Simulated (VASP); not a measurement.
Consider the following.

```yaml
crystal:
  lattice:
    - [0.00000, 2.57000, 2.57000]
    - [2.57000, 0.00000, 2.57000]
    - [2.57000, 2.57000, 0.00000]
  atoms:
    - { symbol: Li, position: [0.00000, 0.00000, 0.00000] }
    - { symbol: Cl, position: [0.50000, 0.50000, 0.50000] }
```

Method: PBE GGA, VASP's PBE PAW potentials (set 64) (plane waves; VASP 6.6.1). Settings: 520 eV cut-off, Gaussian smearing of 0.050 eV, potentials Li_sv Cl.

### Question
Give the energies of bands 3 to 8 at the high-symmetry points, in eV from the valence-band maximum.

### Answer

```json
[
 {"band": "3", "Γ": "0.00", "X": "-2.87", "U": "-2.46", "L": "-2.79", "W": "-2.10"},
 {"band": "4", "Γ": "0.00", "X": "-1.09", "U": "-1.76", "L": "-0.26", "W": "-2.10"},
 {"band": "5", "Γ": "0.00", "X": "-1.09", "U": "-0.82", "L": "-0.26", "W": "-1.05"},
 {"band": "6", "Γ": "6.30", "X": "7.87", "U": "8.08", "L": "6.75", "W": "9.53"},
 {"band": "7", "Γ": "11.93", "X": "8.30", "U": "9.92", "L": "9.49", "W": "10.12"},
 {"band": "8", "Γ": "11.93", "X": "12.38", "U": "11.41", "L": "9.49", "W": "10.42"}
]
```

The gap is indirect, 6.30 eV, from the valence maximum at K-Γ at 0.79 to the conduction minimum at Γ.

Measured: gap 9.40 eV (computed value off by -3.10 eV), as given by Wei Chen et al., Physical Review Materials (2018), doi:10.1103/physrevmaterials.2.073803.

The compound is LiCl in the rock salt structure. The cell was not relaxed at this level.
